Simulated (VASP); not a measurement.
Here is a VASP 6.6.1 calculation.

File run.py:

```python
from ase.calculators.vasp import Vasp
from ase.eos import EquationOfState
from ase.io import Trajectory
from ase.io import read
from ase.units import GPa

atoms = read('POSCAR')
calc = Vasp(
    directory='calc',
    xc='revpbe',
    pp='PBE',
    setups='gw',
    prec='Accurate',
    encut=550,
    ediff=1e-06,
    ismear=-5,
    sigma=0.05,
    lreal=False,
    lasph=True,
    nelm=100,
    algo='Normal',
    isif=2,
    lwave=False,
    lcharg=False,
    lmaxmix=6,
    ldautype=2,
    ldauprint=1,
    ldau_luj={'Os': {'L': 2, 'U': 3, 'J': 0.5}},
    kpts=[12, 12, 3],
    gamma=True,
)
atoms.calc = calc
cell = atoms.cell.copy()
volumes, energies = [], []
traj = Trajectory('eos.traj', 'w')
for x in [0.94, 0.96, 0.98, 1.0, 1.02, 1.04, 1.06]:
    atoms.set_cell(cell * x ** (1 / 3), scale_atoms=True)
    volumes.append(atoms.get_volume())
    energies.append(atoms.get_potential_energy())
    traj.write(atoms)
    print(f'{x:5.2f} {volumes[-1]:12.5f} {energies[-1]:14.6f}')

v0, e0, B = EquationOfState(volumes, energies, eos='birchmurnaghan').fit()
print(f'V0 = {v0:.4f} A^3, E0 = {e0:.6f} eV, B = {B / GPa:.2f} GPa')
```

Contents of POSCAR:

```
OsC2
1.0
    2.5081500000      0.0000000000      0.0000000000
   -1.2540700000      2.1721200000      0.0000000000
    0.0000000000      0.0000000000      9.2274100000
Os C
1 2
Direct
    0.0000000000      0.0000000000      0.0000000000
    0.3333300000      0.6666700000      0.5000000000
    0.6666700000      0.3333300000      0.5000000000
```

Potentials or basis: VASP PAW PBE potentials, release 64 (Os_sv_GW, C_GW).

Launch:

```bash
$ python run.py
```

Question: What does it give for the pressure derivative of the bulk modulus?

Answer: 3.9 (rough: it moves with the points fitted).

Question: What does it give for the equilibrium volume?

Answer: 16.95 Å³/atom.

Question: Estimate the bulk modulus at fixed shape and positions.

Answer: 176 GPa.

Energy against volume, from the lowest point:
| volume (Å³/atom) | energy (meV/atom) |
| --- | --- |
| 15.752 | 51.40 |
| 16.087 | 25.43 |
| 16.422 | 8.69 |
| 16.757 | 0.41 |
| 17.092 | 0.00 |
| 17.427 | 6.54 |
| 17.762 | 19.32 |

Caveat: the cell was scaled at fixed shape and fractional positions, which overstates the stiffness of a crystal with free parameters, most of all of layers and chains; the PAW data sets were made with another functional, which shifts forces and pressure a little; this functional lacks dispersion, which binds the layers, so the pressure and a relaxed spacing across them are unreliable; the U is typed as a test and isn't derived for this compound. The run has no spin-orbit coupling, so splittings on Os are missing.
